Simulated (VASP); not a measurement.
# LaN in VASP: how settings move the LDA relaxation

The LDA relaxation of LaN built on the zincblende prototype is repeated with altered inputs. Which of them can be trusted? This is a trial cell built on a prototype, not taken from a measured structure, and it needn't be the compound's ground state.

Code: VASP 6.6.1. PAW datasets, plane waves. Note: simulated data, non-magnetic, for a generated structure that need not be the stable one.

### Step 1. The system as given

The cell comes from an earlier relaxation with PBE in another program. Some of the altered inputs switch spin polarisation on.

It is cubic, F-43m (No. 216); a = 5.613 Å in the conventional setting, 22.10 Å³ an atom. Near La stand 4 N at 2.43 Å; near N stand 4 La at 2.43 Å.

Coordinates:

```cif
data_structure
_symmetry_space_group_name_H-M 'P 1'
_symmetry_Int_Tables_number 1
_cell_length_a 3.9689
_cell_length_b 3.9689
_cell_length_c 3.9689
_cell_angle_alpha 60.000
_cell_angle_beta 60.000
_cell_angle_gamma 60.000
_cell_volume 44.21
loop_
_atom_site_label
_atom_site_type_symbol
_atom_site_fract_x
_atom_site_fract_y
_atom_site_fract_z
_atom_site_occupancy
La1 La 0.00000 0.00000 0.00000 1
N1 N 0.25000 0.25000 0.25000 1
```

The LDA run on sound settings gave: energy (σ→0) -17.2878 eV, final volume 20.846 Å³/atom.

### Step 2. Altered input 1

Contents of INCAR:

```
ENCUT = 600.000000
SIGMA = 0.020000
EDIFF = 1.00e-07
GGA = CA
PREC = Accurate
IBRION = 2
ISIF = 3
ISMEAR = -1
NBANDS = 15
NSW = 40
LASPH = .TRUE.
LCHARG = .FALSE.
LWAVE = .FALSE.
LREAL = .FALSE.
EDIFFG = 0.001
NELM = 52
```

Contents of KPOINTS:

```
KPOINTS created by Atomic Simulation Environment
0
Gamma
8 8 8
0 0 0
```

Contents of POSCAR:

```
La N
 1.0000000000000000
     0.0000000000000000    2.8064594199353388    2.8064594199353388
     2.8064594199353388    0.0000000000000000    2.8064594199353388
     2.8064594199353388    2.8064594199353388    0.0000000000000000
 La  N
   1   1
Cartesian
  0.0000000000000000  0.0000000000000000 -0.0000000000000000
  1.4032297099676694  1.4032297099676694  1.4032297099676694
```

The run uses the recommended LDA PAW datasets (16 valence electrons a neutral cell).

Run with:

```bash
$ mpirun -np 1 vasp_std
```

### Step 3. Altered input 2

Contents of INCAR:

```
ENCUT = 600.000000
SIGMA = 0.020000
EDIFFG = -5.00e-03
GGA = CA
PREC = Accurate
IBRION = 2
ISIF = 3
ISMEAR = -1
NBANDS = 15
NSW = 40
LASPH = .TRUE.
LCHARG = .FALSE.
LWAVE = .FALSE.
LREAL = .FALSE.
ISPIN = 2
MAGMOM = -1 1
EDIFF = 1e-05
NELECT = 15
NELM = 70
```

Contents of KPOINTS:

```
KPOINTS created by Atomic Simulation Environment
0
Gamma
8 8 8
0 0 0
```

Contents of POSCAR:

```
La N
 1.0000000000000000
     0.0000000000000000    2.8064594199353388    2.8064594199353388
     2.8064594199353388    0.0000000000000000    2.8064594199353388
     2.8064594199353388    2.8064594199353388    0.0000000000000000
 La  N
   1   1
Cartesian
  0.0000000000000000  0.0000000000000000 -0.0000000000000000
  1.4032297099676694  1.4032297099676694  1.4032297099676694
```

### Step 4. Altered input 3

Contents of INCAR:

```
SIGMA = 0.020000
EDIFF = 1.00e-07
EDIFFG = -5.00e-03
GGA = CA
PREC = Accurate
IBRION = 2
ISIF = 3
ISMEAR = -1
NBANDS = 15
NELM = 120
NSW = 40
LASPH = .TRUE.
LCHARG = .FALSE.
LWAVE = .FALSE.
LREAL = .FALSE.
ENCUT = 600
```

Contents of KPOINTS:

```
KPOINTS created by Atomic Simulation Environment
0
Gamma
8 8 8
0 0 0
```

Contents of POSCAR:

```
La N
 1.0000000000000000
     0.0000000000000000    2.8064594199353388    2.8064594199353388
     2.8064594199353388    0.0000000000000000    2.8064594199353388
     2.8064594199353388    2.8064594199353388    0.0000000000000000
 La  N
   1   1
Cartesian
  0.0000000000000000  0.0000000000000000 -0.0000000000000000
  1.4032297099676694  1.4032297099676694  1.4032297099676694
```

What does the calculation give? Wanted: for each run, changed; ending; energy change; volume; electronic steps; usable.

As calculated:

| run | changed | ending | energy change (meV/atom) | volume (Å³/atom) | electronic steps | time | usable |
| --- | --- | --- | --- | --- | --- | --- | --- |
| ref. | – | converged | 0 | 20.846 | – | – | yes |
| 1 | EDIFFG = 0.001, NELM = 52 | converged | -0.6 | 20.846 | 36 | 65 s | yes |
| 2 | ISPIN = 2, MAGMOM = -1 1, EDIFF = 1e-05, NELECT = 15, NELM = 70 | converged | – | 13.258 | 71 | 4.7 min | no |
| 3 | ENCUT = 600 | converged | -0.6 | 20.846 | 36 | 74 s | yes |

What this shows: Of 3 altered inputs, 1 ended normally on a faulty or unsound input, 2 gave usable results. Among the usable ones with comparable energies, «EDIFFG = 0.001, NELM = 52» moves the energy most, by -0.6 meV/atom.
